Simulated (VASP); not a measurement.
Method: r2SCAN meta-GGA, VASP's PBE PAW potentials (set 64) (plane waves; VASP).

Input for VASP

**INCAR**
```
SYSTEM = BaHfO3
LMIXTAU = .TRUE.
LREAL = .FALSE.   ! projection in real space or not
EDIFF = 1E-7
PREC = Accurate
ENCUT = 520
METAGGA = R2SCAN
LWAVE = .FALSE.
ISIF = 2
LCHARG = .FALSE.
ISMEAR = 0   ! Gaussian
SIGMA = 0.05   ! width (eV)
ALGO = Normal
NELM = 100   ! most electronic steps
LMAXMIX = 6   ! l cut-off of mixed one-centre charges
LASPH = .TRUE.   ! aspherical one-centre terms
```

POSCAR:
```
BaHfO3
4.1288760
  1.0000001136   0.0000000000   0.0000000000
  0.0000000000   1.0000001136   0.0000000000
  0.0000000000   0.0000000000   1.0000001136
Ba Hf O
1 1 3
Cartesian
  0.0000000000   0.0000000000   0.0000000000
  0.5000000568   0.5000000568   0.5000000568
  0.5000000568   0.0000000000   0.5000000568
  0.0000000000   0.5000000568   0.5000000568
  0.5000000568   0.5000000568   0.0000000000
```

KPOINTS:
```
Automatic mesh
0
Gamma
5 5 5
0 0 0
```

POTCAR, in this order: Ba_sv Hf_pv O (PBE.64 set). Program: vasp_std.

Task: What does the run give for the energy per atom (σ→0), pressure?

Result: 
The energy per atom (σ→0) is -21594 meV/atom and the pressure is 5.75 GPa.

File OSZICAR:
```
...
DAV:  16    -0.107967675328E+03   -0.40013E-03   -0.41950E-04   537   0.222E-01    0.249E-02
DAV:  17    -0.107967761614E+03   -0.86286E-04   -0.63124E-05   523   0.872E-02    0.875E-03
DAV:  18    -0.107967759046E+03    0.25686E-05   -0.87281E-06   603   0.302E-02    0.144E-02
DAV:  19    -0.107967778732E+03   -0.19687E-04   -0.67110E-06   537   0.296E-02    0.713E-03
DAV:  20    -0.107967779292E+03   -0.56011E-06   -0.61412E-07   586   0.829E-03    0.688E-03
DAV:  21    -0.107967779161E+03    0.13134E-06   -0.11657E-07   384   0.298E-03    0.434E-03
DAV:  22    -0.107967779137E+03    0.24404E-07   -0.12520E-07   384   0.316E-03
   1 F= -.10796778E+03 E0= -.10796778E+03  d E =-.528404E-19
```

The compound is BaHfO3 in the cubic perovskite structure. This cell is one point of a volume scan, at 0.97 of the reference volume.
